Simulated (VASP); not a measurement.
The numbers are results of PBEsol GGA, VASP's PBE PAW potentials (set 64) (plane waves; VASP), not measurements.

The input files of a VASP run:

**INCAR**
```
# general
SYSTEM   =  La
PREC     =  Accurate
ENCUT    =  500   # plane-wave cut-off (eV)
LREAL    =  .False.   # projection in real space or not
LASPH    =  .True.

# electronic loop
EDIFF    =  1E-6
NELM     =  100   # most electronic steps
ALGO     =  Normal   # blocked Davidson
LMAXMIX  =  6

# smearing
ISMEAR   =  1   # Methfessel-Paxton
SIGMA    =  0.1

# functional
GGA      =  PS   # PBEsol

# ions
IBRION   =  2   # conjugate gradients
NSW      =  40   # most ionic steps
ISIF     =  3
EDIFFG   =  -0.02   # ionic stop
PSTRESS  =  200

# output
LWAVE    =  .False.
LCHARG   =  .False.
```

File KPOINTS:
```
Automatic mesh
0
Gamma
11 11 3
0 0 0
```

File POSCAR:
```
La
1
    1.5993625199    -2.7701776470     0.0000000000
    1.5993625199     2.7701776470     0.0000000000
    0.0000000000     0.0000000000    10.2339021723
La
4
Direct
  0.0000000000   0.0000000000   0.5000000000
  0.0000000000   0.0000000000   0.0000000000
  0.3333330000   0.6666670000   0.2500000000
  0.6666670000   0.3333330000   0.7500000000
```

POTCAR, in this order: La (PBE.64 set). Program: vasp_std.

What VASP printed:

**OUTCAR**
```
 ion  position               nearest neighbor table
   1  0.000  0.000  0.500-   3 3.16   4 3.16   4 3.16   3 3.16   4 3.16   3 3.16
   2  0.000  0.000  0.000-   3 3.16   4 3.16   4 3.16   3 3.16   4 3.16   3 3.16
   3  0.333  0.667  0.250-   1 3.16   2 3.16   1 3.16   2 3.16   1 3.16   2 3.16
   4  0.667  0.333  0.750-   1 3.16   2 3.16   1 3.16   2 3.16   1 3.16   2 3.16
  LATTYP: Found a hexagonal cell.
 ALAT       =     3.1987254752
 C/A-ratio  =     3.1993687022
 Subroutine PRICEL returns:
 Original cell was already a primitive cell.
 Subroutine GETGRP returns: Found 24 space group operations
The static configuration has the point symmetry D_3d.
 The point group associated with its full space group is D_6h.
The dynamic configuration has the point symmetry D_3d.
 Subroutine INISYM returns: Found 24 space group operations
 Subroutine IBZKPT returns following result:
 Found     32 irreducible k-points:

 Following reciprocal coordinates:
            Coordinates               Weight
  0.000000  0.000000  0.000000      1.000000
  0.090909  0.000000  0.000000      6.000000
  0.181818 -0.000000  0.000000      6.000000
  0.272727  0.000000  0.000000      6.000000
  0.363636 -0.000000  0.000000      6.000000
  0.454545 -0.000000  0.000000      6.000000
  0.090909  0.090909  0.000000      6.000000
  0.181818  0.090909  0.000000     12.000000
  0.272727  0.090909  0.000000     12.000000
  0.363636  0.090909  0.000000     12.000000
  0.454545  0.090909  0.000000      6.000000
  0.181818  0.181818  0.000000      6.000000
  0.272727  0.181818  0.000000     12.000000
  0.363636  0.181818  0.000000     12.000000
  0.272727  0.272727  0.000000      6.000000
  0.363636  0.272727  0.000000      6.000000
  0.000000  0.000000  0.333333      2.000000
  0.090909  0.000000  0.333333     12.000000
  0.181818 -0.000000  0.333333     12.000000
  0.272727  0.000000  0.333333     12.000000
...
```

OSZICAR:
```
       N       E                     dE             d eps       ncg     rms          rms(c)
DAV:   1     0.559757427380E+03    0.55976E+03   -0.13967E+04  1688   0.243E+03
DAV:   2     0.122009560172E+03   -0.43775E+03   -0.43219E+03  2496   0.522E+02
DAV:   3     0.167270141620E+01   -0.12034E+03   -0.11891E+03  3134   0.310E+02
DAV:   4    -0.170279024487E+02   -0.18701E+02   -0.18483E+02  3096   0.134E+02
DAV:   5    -0.193189673047E+02   -0.22911E+01   -0.22108E+01  3280   0.379E+01    0.112E+01
DAV:   6    -0.192497123197E+02    0.69255E-01   -0.37920E+00  3104   0.161E+01    0.581E+00
DAV:   7    -0.191312854607E+02    0.11843E+00   -0.92928E-01  3128   0.668E+00    0.961E-01
DAV:   8    -0.191480137900E+02   -0.16728E-01   -0.25304E-01  3288   0.306E+00    0.369E-01
DAV:   9    -0.191540137935E+02   -0.60000E-02   -0.69046E-02  3136   0.142E+00    0.349E-01
DAV:  10    -0.191561078592E+02   -0.20941E-02   -0.15794E-02  3224   0.679E-01    0.244E-01
DAV:  11    -0.191569344807E+02   -0.82662E-03   -0.48517E-03  3080   0.385E-01    0.117E-01
DAV:  12    -0.191571417701E+02   -0.20729E-03   -0.13893E-03  3304   0.254E-01    0.534E-02
DAV:  13    -0.191572353620E+02   -0.93592E-04   -0.83677E-04  2752   0.195E-01    0.286E-02
DAV:  14    -0.191572290391E+02    0.63229E-05   -0.19850E-04  2840   0.127E-01    0.242E-02
DAV:  15    -0.191572425894E+02   -0.13550E-04   -0.44982E-05  2568   0.582E-02    0.268E-03
DAV:  16    -0.191572406090E+02    0.19804E-05   -0.75287E-06  1848   0.279E-02    0.837E-03
DAV:  17    -0.191572428718E+02   -0.22628E-05   -0.37695E-06  1680   0.173E-02    0.139E-03
DAV:  18    -0.191572427114E+02    0.16040E-06   -0.93214E-07  1432   0.165E-02
   1 F= -.78372746E+01 E0= -.78353521E+01  d E =-.783727E+01
       N       E                     dE             d eps       ncg     rms          rms(c)
DAV:   1    -0.192741223124E+02   -0.11688E+00   -0.19750E+00  2772   0.250E+01    0.920E-01
DAV:   2    -0.192497436919E+02    0.24379E-01   -0.10543E-01  3038   0.389E+00    0.413E-01
DAV:   3    -0.192429142575E+02    0.68294E-02   -0.34754E-02  3056   0.202E+00    0.104E-01
DAV:   4    -0.192430161133E+02   -0.10186E-03   -0.28148E-03  2880   0.477E-01    0.520E-02
DAV:   5    -0.192430364391E+02   -0.20326E-04   -0.32544E-04  3192   0.166E-01    0.344E-02
DAV:   6    -0.192430500788E+02   -0.13640E-04   -0.11749E-04  3120   0.823E-02    0.142E-02
DAV:   7    -0.192430510418E+02   -0.96307E-06   -0.27630E-05  2552   0.431E-02    0.554E-03
DAV:   8    -0.192430511950E+02   -0.15312E-06   -0.46313E-06  1712   0.253E-02
   2 F= -.78424103E+01 E0= -.78412136E+01  d E =-.513570E-02
       N       E                     dE             d eps       ncg     rms          rms(c)
DAV:   1    -0.192776600727E+02   -0.34609E-01   -0.27316E-01  2782   0.937E+00    0.339E-01
DAV:   2    -0.192743169893E+02    0.33431E-02   -0.14220E-02  3004   0.140E+00    0.153E-01
DAV:   3    -0.192733784523E+02    0.93854E-03   -0.48571E-03  3072   0.753E-01    0.388E-02
DAV:   4    -0.192733910275E+02   -0.12575E-04   -0.38935E-04  2856   0.174E-01    0.198E-02
DAV:   5    -0.192733924032E+02   -0.13757E-05   -0.45255E-05  2800   0.629E-02    0.133E-02
DAV:   6    -0.192733924124E+02   -0.92577E-08   -0.16511E-05  2464   0.334E-02    0.526E-03
DAV:   7    -0.192733917305E+02    0.68191E-06   -0.28928E-06  1526   0.221E-02
   3 F= -.78429153E+01 E0= -.78421887E+01  d E =-.564079E-02
       N       E                     dE             d eps       ncg     rms          rms(c)
DAV:   1    -0.192447637600E+02    0.28629E-01   -0.12184E+00  2888   0.204E+01    0.663E-01
DAV:   2    -0.192312687570E+02    0.13495E-01   -0.51050E-02  2900   0.267E+00    0.304E-01
DAV:   3    -0.192273750641E+02    0.38937E-02   -0.18544E-02  3072   0.146E+00    0.740E-02
DAV:   4    -0.192274575522E+02   -0.82488E-04   -0.12572E-03  2966   0.340E-01    0.373E-02
DAV:   5    -0.192274787264E+02   -0.21174E-04   -0.17197E-04  3216   0.118E-01    0.223E-02
DAV:   6    -0.192274891978E+02   -0.10471E-04   -0.55094E-05  2632   0.581E-02    0.946E-03
DAV:   7    -0.192274923835E+02   -0.31857E-05   -0.15860E-05  2576   0.411E-02    0.454E-03
DAV:   8    -0.192274930420E+02   -0.65846E-06   -0.20775E-06  1552   0.188E-02
   4 F= -.78453974E+01 E0= -.78454517E+01  d E =-.248206E-02
       N       E                     dE             d eps       ncg     rms          rms(c)
DAV:   1    -0.192206336857E+02    0.68587E-02   -0.27651E-02  2898   0.306E+00    0.100E-01
DAV:   2    -0.192203228372E+02    0.31085E-03   -0.11705E-03  2932   0.416E-01    0.461E-02
DAV:   3    -0.192202329467E+02    0.89891E-04   -0.42948E-04  3080   0.220E-01    0.113E-02
DAV:   4    -0.192202356334E+02   -0.26866E-05   -0.28280E-05  2504   0.516E-02    0.577E-03
DAV:   5    -0.192202366692E+02   -0.10359E-05   -0.32267E-06  1720   0.255E-02    0.313E-03
DAV:   6    -0.192202372546E+02   -0.58535E-06   -0.11601E-06  1326   0.147E-02
   5 F= -.78454569E+01 E0= -.78455533E+01  d E =-.254153E-02
       N       E                     dE             d eps       ncg     rms          rms(c)
DAV:   1    -0.191855690606E+02    0.34668E-01   -0.15225E-01  2670   0.574E+00    0.332E-01
DAV:   2    -0.191826047636E+02    0.29643E-02   -0.11782E-02  2800   0.129E+00    0.136E-01
DAV:   3    -0.191818822358E+02    0.72253E-03   -0.38928E-03  2876   0.644E-01    0.358E-02
DAV:   4    -0.191818948265E+02   -0.12591E-04   -0.32995E-04  2934   0.187E-01    0.141E-02
DAV:   5    -0.191819011171E+02   -0.62906E-05   -0.50103E-05  3040   0.585E-02    0.126E-02
DAV:   6    -0.191819090011E+02   -0.78840E-05   -0.22168E-05  2576   0.357E-02    0.707E-03
DAV:   7    -0.191819127248E+02   -0.37238E-05   -0.91912E-06  2270   0.301E-02    0.157E-03
DAV:   8    -0.191819121401E+02    0.58468E-06   -0.78840E-07  1272   0.181E-02
   6 F= -.78458615E+01 E0= -.78458174E+01  d E =-.404611E-03
```

File OUTCAR:
```
------------------------ aborting loop because EDIFF is reached ----------------------------------------
  FORCE on cell =-STRESS in cart. coord.  units (eV):
  Direction    XX          YY          ZZ          XY          YZ          ZX
  --------------------------------------------------------------------------------------
  Total       11.3239805     11.3239887     11.3400537      0.0000000      0.0000000      0.0000000
  in kB      199.7870482    199.7871930    200.0706257      0.0000000      0.0000000      0.0000000
  external PRESSURE =      -0.1183777 kB  Pullay stress =     200.0000000 kB
  volume of cell :       90.81
      direct lattice vectors                 reciprocal lattice vectors
     1.588403869 -2.751197201 -0.000000000     0.314781404 -0.181739062  0.000000000
     1.588403869  2.751197201 -0.000000000     0.314781404  0.181739062 -0.000000000
     0.000000000  0.000000000 10.390338869     0.000000000 -0.000000000  0.096243252
 POSITION                                       TOTAL-FORCE (eV/Angst)
 -----------------------------------------------------------------------------------
      1.58840     -2.75120      5.19517        -0.000000      0.000000     -0.000000
      1.58840     -2.75120     -0.00000        -0.000000      0.000000     -0.000000
      1.58840      0.91707      2.59758        -0.000000      0.000000      0.000000
      1.58840     -0.91707      7.79275         0.000000     -0.000000     -0.000000
 -----------------------------------------------------------------------------------
    total drift:                               -0.000000     -0.000000     -0.000000
  FREE ENERGIE OF THE ION-ELECTRON SYSTEM (eV)
  ---------------------------------------------------
  free  energy   TOTEN  =       -19.1819121401 eV

  energy  without entropy=      -19.1817799649  energy(sigma->0) =      -19.18186808
  enthalpy is  TOTEN    =        -7.8458614849 eV   P V=       11.3360506553

 reached required accuracy - stopping structural energy minimisation
```
(Selected blocks of OUTCAR.)

File CONTCAR:
```
La
   1.00000000000000
     1.5884038688660767   -2.7511972008368066   -0.0000000000000000
     1.5884038688660767    2.7511972008368066   -0.0000000000000000
     0.0000000000000000    0.0000000000000000   10.3903388691690459
  La
     4
Direct
     1.0000000000000000    0.0000000000000000    0.5000000000000000
     1.0000000000000000    0.0000000000000000    0.0000000000000000
     0.3333330000000032    0.6666669999999968    0.2500000000000000
     0.6666669999999968    0.3333330000000032    0.7500000000000000
```

The compound is La in the dhcp structure. This run relaxes it under an external pressure of 20 GPa. Symmetry was kept, so distortions that lower it aren't found.
